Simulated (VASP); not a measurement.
Consider the following.

```yaml
crystal:
  lattice:
    - [0.00000, 2.70500, 2.70500]
    - [2.70500, 0.00000, 2.70500]
    - [2.70500, 2.70500, 0.00000]
  atoms:
    - { symbol: Zn, position: [0.00000, 0.00000, 0.00000] }
    - { symbol: S, position: [0.25000, 0.25000, 0.25000] }
```

Computed with PBE GGA, VASP's PBE PAW potentials (set 64) (plane waves; VASP). Settings: 400 eV cut-off, KSPACING 0.35 per Å, Gaussian smearing of 0.050 eV, potentials Zn S.

Gaps are read on the run's mesh, which can miss a band edge.

Q: Predict the energy per atom (σ→0), pressure, band gap (on the k-mesh) with the smallest direct gap where there is one.

A: 
```
Property                                     Result
-----------------------------------  --------------
band gap (on the k-mesh)                    2.10 eV
smallest direct gap (on the k-mesh)         2.10 eV
energy per atom (σ→0)                -3.422 eV/atom
pressure                                   1.28 GPa
```

Only differences to runs with the same potentials and settings are physical.

The compound is ZnS in the zinc blende structure. The cell was not relaxed at this level. The run is one of a series of settings (KGAMMA = .TRUE., KSPACING = 0.35, KPOINTS file removed against the base run), some of them coarse on purpose.
